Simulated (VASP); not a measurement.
Shape and ions are relaxed at each volume.

Input:

```
Mg3Sb2
1.0
    2.33412    -4.04281     0.00000
    2.33412     4.04281     0.00000
    0.00000     0.00000     7.51821
Mg Sb
3 2
Direct
  0.00000   0.00000   0.00000
  0.33333   0.66667   0.63090
  0.66667   0.33333   0.36910
  0.33333   0.66667   0.23178
  0.66667   0.33333   0.76822
```

All values below come from vdW-DF2, VASP's PBE PAW potentials (set 64) (plane waves; VASP). Numerical set-up: 520 eV cut-off, 6×6×3 Γ-centred mesh, Gaussian smearing of 0.050 eV, potentials Mg Sb.

Question: Give the energy at these volumes per atom, relative to the lowest: 26.69, 27.54, 28.39, 29.24, 30.10 Å³.

Answer: 12.1, 2.8, 0.0, 2.7, 10.0 meV/atom. A third-order Birch-Murnaghan fit gives B0 = 34.4 GPa and B0′ = 4.7.

The compound is Mg3Sb2 in the a-la2o3 structure. It was relaxed first, which changed the volume by +9 %.
